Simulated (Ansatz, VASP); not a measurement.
# In2S in two plane-wave programs

One calculation is typed for both programs; each brings its own data sets. How far apart do they land? The cell is generated by rule, not measured, and may not be a known phase. The cell is taken from a series of runs on this material, whose earlier steps may have relaxed, scaled, displaced or heated it; both programs get it as it stands.

Method: plane waves, with VASP 6.6.1 beside it; zone-centre phonons at PBEsol, in Ansatz 0.2.0.

The structure was built from a prototype and need not be the compound's stable phase.

### 1. Starting point

The structure is monoclinic, space group C2/m (No. 12). Conventional cell: a = 6.063 Å, b = 5.703 Å, c = 8.646 Å, α = 90.00°, β = 108.69°, γ = 90.00°. Nearest to S lie 5 In at 2.61 to 2.89 Å. Nearest to In lie 4 S at 2.61 to 2.89 Å. Nearest to In lie 1 S at 2.83 Å and 4 In at 2.95 to 3.08 Å. Farther neighbours and most contacts between anions are not listed.

### 2. Ansatz: zone-centre phonons, PBEsol

Ansatz runs on its default PAW (the set named soft_2) files.

Second derivatives magnify differences that forces hide, and they need a tight electronic threshold.

File input.yaml:

```yaml
crystal:
  lattice:
    - [3.0313806205, -2.8515584635, 0.0014074119]
    - [3.0313806205, 2.8515584635, 0.0014074119]
    - [-2.7742015305, 0.0, 8.1887906362]
  atoms:
    - { symbol: S, position: [0.1651892081, 0.1651892081, 0.3558506636] }
    - { symbol: S, position: [0.8348107919, 0.8348107919, 0.6441493364] }
    - { symbol: In, position: [0.2839204469, 0.2839204469, 0.6744189498] }
    - { symbol: In, position: [0.2682426818, 0.2682426818, 0.05854426] }
    - { symbol: In, position: [0.7160795531, 0.7160795531, 0.3255810502] }
    - { symbol: In, position: [0.7317573182, 0.7317573182, 0.94145574] }
kpoints:
  mp_grid: { grid: [8, 8, 4] }
hamiltonian:
  xc: pbesol
scf:
  occupations: { method: methfessel_paxton, width: 0.15 }
output:
  eigenvalues: true
phonons:
  method: dfpt
```

Run with:

```
$ ansatz run input.yaml --threads 4 --pin off --max-ram 7168MiB --backend cpu --events-out ev --progress --plain --runs-dir out
```

Numbers of over 12 decimals in the logs are rounded to 6 here.

Log:

```text
zone centre: on kpoints.mp_grid the ground state, and the responses unless they are solved on pairs of k-points, stand on 78 of the mesh's 256 k-points, reduced under 2 symmetry operations, with k and −k counted as one. Each operation leaves every solved displacement unchanged or reverses it
Engine: ansatz 0.2.0, x86_64-unknown-linux-gnu
Pseudopotentials: kind: paw
Pseudopotential: S, paw, valence charge 6, recommended cutoff 420 eV (normal), S.paw.azcp
Pseudopotential: In, paw, valence charge 13, recommended cutoff 420 eV (normal), In.paw.azcp
Functional definition: PBEsol
  exchange = pbesol_x
  correlation = pbesol_c
Crystal: 6 atoms, lattice volume = 141.593 Å³
Basis set: ecut = 420 eV, 2761 PW (Γ), exchange–correlation on 60×60×120 points (8 copies of the dense FFT grid, shifted against one another)
Bands: 39, of which v1, the nominal top of the filled ones, is band 32 counted from 1 (31 counted from 0)
Symmetry: 4 space group operations
k-points: 78 of 256 (irreducible under 2 space group operations, time reversal used)
Non-local potential: S, projectors of the file, l = 0: 2, l = 1: 2, l = 2: 2
Non-local potential: In, projectors of the file, l = 0: 2, l = 1: 2, l = 2: 2, l = 3: 2
PAW form: soft (Blöchl's): semilocal exchange-correlation on the pseudo side does not see the compensation charge
PAW frozen core: S, regenerated for the run's functional, and the local potential with it (the file was generated under x = pbe(κ = 0.804, μ = 0.219515), c = pbe(β = 0.066725))
PAW frozen core: In, regenerated for the run's functional, and the local potential with it (the file was generated under x = pbe(κ = 0.804, μ = 0.219515), c = pbe(β = 0.066725))
PAW one-centre angular grid: S, 110 points (default); XC on 64 Gauss nodes
PAW one-centre angular grid: In, 590 points (default); XC on 64 Gauss nodes
Initial density: superposition of atomic densities (neutral atoms: chi_scale 0, normalization atom), corrected by the library's trained network
Initial wavefunctions: pseudopotential atomic-orbital guess
Functional: x = pbesol(κ = 0.804, μ = 0.123457), c = pbesol(β = 0.046)
SCF iter   1: F=—  HF=-23873.168648 eV  |F-HF|=—  |Δ(HF+E_count)|=         —  Δρ=5.41e-3  dr2=1.12e-1  ethr=1.77e-3  ⟨swp⟩=6.9  Hψ=12754  notcnv=0
preconditioner: auto → Kerker (q_TF=auto, 2.390 Å⁻¹)  [metal: Δε(μ)=0.018 eV  Ē_g=13.855 eV  σ=0.150 eV  W_gap=0.10  n_scr=34 (ndim 8)  ℏωp=25.0 eV  f_vac=0.000  D(μ)=2.55/eV (n_scr^D=12)]
SCF iter   2: F=—  HF=-23873.148985 eV  |F-HF|=—  |Δ(HF+E_count)|=   1.97e-2  S|Δr|=    0.00e0  Δρ=2.35e-3  dr2=2.74e-2  ethr=1.75e-4  ⟨swp⟩=1.0  Hψ=3666  notcnv=0
SCF iter   3: F=—  HF=-23873.144012 eV  |F-HF|=—  |Δ(HF+E_count)|=   4.97e-3  S|Δr|=    0.00e0  Δρ=5.55e-4  dr2=1.71e-3  ethr=4.28e-5  ⟨swp⟩=2.1  Hψ=3500  notcnv=0
SCF iter   4: F=—  HF=-23873.143773 eV  |F-HF|=—  |Δ(HF+E_count)|=   2.38e-4  S|Δr|=    0.00e0  Δρ=1.53e-4  dr2=7.31e-5  ethr=2.68e-6  ⟨swp⟩=2.0  Hψ=3444  notcnv=0
SCF iter   5: F=—  HF=-23873.143768 eV  |F-HF|=—  |Δ(HF+E_count)|=   5.25e-6  S|Δr|=    0.00e0  Δρ=6.22e-5  dr2=1.80e-5  ethr=1.14e-7  ⟨swp⟩=2.7  Hψ=5531  notcnv=0
SCF iter   6: F=—  HF=-23873.143763 eV  |F-HF|=—  |Δ(HF+E_count)|=   5.45e-6  S|Δr|=    0.00e0  Δρ=2.23e-5  dr2=2.39e-6  ethr=2.81e-8  ⟨swp⟩=2.9  Hψ=5449  notcnv=0
SCF iter   7: F=—  HF=-23873.143764 eV  |F-HF|=—  |Δ(HF+E_count)|=   1.67e-6  S|Δr|=    0.00e0  Δρ=7.47e-6  dr2=1.42e-7  ethr=3.73e-9  ⟨swp⟩=2.0  Hψ=3509  notcnv=0
SCF iter   8: F=—  HF=-23873.143764 eV  |F-HF|=—  |Δ(HF+E_count)|=   4.98e-8  S|Δr|=    0.00e0  Δρ=1.70e-6  dr2=4.83e-9  ethr=2.22e-10  ⟨swp⟩=2.0  Hψ=3639  notcnv=0
SCF iter   9: F=—  HF=-23873.143764 eV  |F-HF|=—  |Δ(HF+E_count)|=   2.40e-9  S|Δr|=    0.00e0  Δρ=5.22e-7  dr2=3.98e-10  ethr=7.55e-12  ⟨swp⟩=2.0  Hψ=5360  notcnv=0
SCF iter  10: F=—  HF=-23873.143764 eV  |F-HF|=—  |Δ(HF+E_count)|=  3.64e-12  S|Δr|=    0.00e0  Δρ=1.53e-7  dr2=3.92e-11  ethr=1.00e-12  ⟨swp⟩=2.1  Hψ=5193  notcnv=0
SCF iter  11: F=-23873.143764 eV  HF=-23873.143764 eV  |F-HF|=3.64e-12  |Δ(HF+E_count)|=  7.28e-12  S|Δr|=    0.00e0  Δρ=4.75e-8  dr2=5.04e-12  ethr=1.00e-12  ⟨swp⟩=10.4  Hψ=14645  notcnv=0
SCF 1 converged in 11 iterations: F = -23873.143764 eV  dr2 = 5.04e-12
  greatest PAW one-centre occupation: 0.984 electrons in one spin orbital (limit 2), on the In atom at site 4 (counted from 0), in its partial waves of l = 2
DFPT response loops at Γ: preconditioner auto → Kerker (q_TF=auto, 2.390 Å⁻¹) (partly filled bands, converged f_vac=0.000); β = 1.00, the filter's whole step (`scf.mixing.beta` (0.50) is not read by the response loops under this deck's `scf.mixing.preconditioner`; to damp them name `kerker` or `kerker_dos`, under which they read `scf.mixing.beta`, and type it under 1.00, their step now; both keys bind the ground state too); Broyden in place of MSR1
SCF converged after 11 iterations
Stability not checked: this state was not tested for a lower state beside it, because cold or Methfessel-Paxton smearing, or corrected tetrahedra, fill the levels in a way that the test cannot read (fill_not_monotonic; see scf.lower_state_search)
Free energy (F): -23873.143764 eV
Harris-Foulkes:  -23873.143764 eV  (|F-HF|=3.64e-12)
Internal energy: -23873.139724 eV  (E = F + TS)
E sigma→0 (E₀):  -23873.142754 eV
Entropy (-TS):   -0.004040 eV (-0.673 meV/atom)
Fermi energy:    9.216924 eV
--- Per-component energies (eV) ---
  E_band       = -113.290358
  E_kinetic    = 1181.519101
  E_local      = -4804.049507  (includes V_loc(G=0)·N_el)
  E_nonlocal   = 1529.626686
  E_hartree    = 1882.963820
  E_xc         = -1047.607498
  E_vxc        = -575.643983  (∫ρ·V_xc dr)
  E_paw        = -17498.032201  (= ΣΔE_a)
  E_vpaw       = -1210.670361  (= ΣTr[D̂ρ^β])
  E_aug_tail   = 0.000104  (compensation charges beyond the density's cutoff)
  E_ewald      = -5118.627737
  E_core_change = 1.067509  (= ΣΔE_core)
  E_smearing   = -0.004040  (= −TS)
  E_closure    = 0.000000  (closes the sum)
  Σ components = -23873.143764   (vs F -23873.143764, Δ=0.00e0)
--- Band table (eV; the first three rows and the last of 78) ---
  k-point 0: bands = [... 28 lower, 6.8304, 7.5827, 8.5179, 9.1768, 9.7756, 10.5761, 10.6066, 12.1412, ... 3 higher]
  k-point 1: bands = [... 28 lower, 6.8320, 6.8547, 8.0875, 9.7451, 9.9176, 11.0114, 11.4311, 12.3956, ... 3 higher]
  k-point 2: bands = [... 28 lower, 6.6394, 6.8336, 7.7680, 9.7166, 10.0841, 11.7525, 12.8567, 12.8696, ... 3 higher]
  k-point 77: bands = [... 28 lower, 5.4099, 5.8077, 6.7773, 7.3735, 7.8249, 10.0795, 11.3294, 12.4677, ... 3 higher]
--- Phonons (Γ-DFPT): 9 representative perturbations + reference, on 78 of 256 k-points (Σ response iterations 27) ---
  k mesh reduced under 2 symmetry operations, with k and −k counted as one. Each operation leaves every solved displacement unchanged or reverses it
  ASR residual: 3.055e-5 → 0.000e0 eV/Å²; symmetrization residual: 1.129e-5 eV/Å²
  ASR residual per site (eV/Å²): 1.18e-5 1.18e-5 2.41e-5 3.05e-5 2.41e-5 3.05e-5
  Γ frequencies (cm⁻¹): 0.00 0.00 0.00 34.90 39.23 46.85 50.23 70.28 74.60 92.05 114.37 124.18 134.90 151.23 174.57 187.72 188.91 234.69
  non-analytic LO–TO correction: not included (Born effective charges unavailable; polar crystals: no LO–TO splitting at Γ)
```

(Continued in part 2 of 3.)

[Lines on the potential files, build, host, timing and source positions are cut from VASP's logs without a mark.]

[Logs are printed without paths, hosts, clocks, repeated set-up lines and the standing remarks that a program may print on its own settings, such as how far it seeks lower states.]

[Hosts, paths, dates, database ids (printed as entryN), source tags and the programs' standing remarks are cut or masked in the printed files.]
